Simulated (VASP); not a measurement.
```xyz
1
Lattice="-1.6288 1.6288 2.5194 1.6288 -1.6288 2.5194 1.6288 1.6288 -2.5194" Properties=species:S:1:pos:R:3 pbc="T T T"
In     0.0000     0.0000     0.0000
```

The numbers are results of rev-vdW-DF2, VASP's PBE PAW potentials (set 64) (plane waves; VASP 6.6.1), not measurements. Numerical set-up: 520 eV cut-off, Gaussian smearing of 0.050 eV, potentials In_d.

**Question.** Give the energies of bands 6 to 9 at the high-symmetry points, in eV from the Fermi level.

**Answer.** 
```tsv
band	Γ	X	P	N	M	S	R
6	-9.39	-1.80	-1.34	-4.33	-3.19	-2.69	-1.86
7	10.25	-1.68	0.00	-3.22	-2.64	-1.19	-0.12
8	10.25	3.35	0.00	7.13	4.80	-0.45	0.13
9	10.41	3.89	1.87	9.07	4.80	6.20	1.39
```

It has no gap at this level: it comes out as a metal or semimetal.

The compound is In in the bct structure. It was relaxed first.
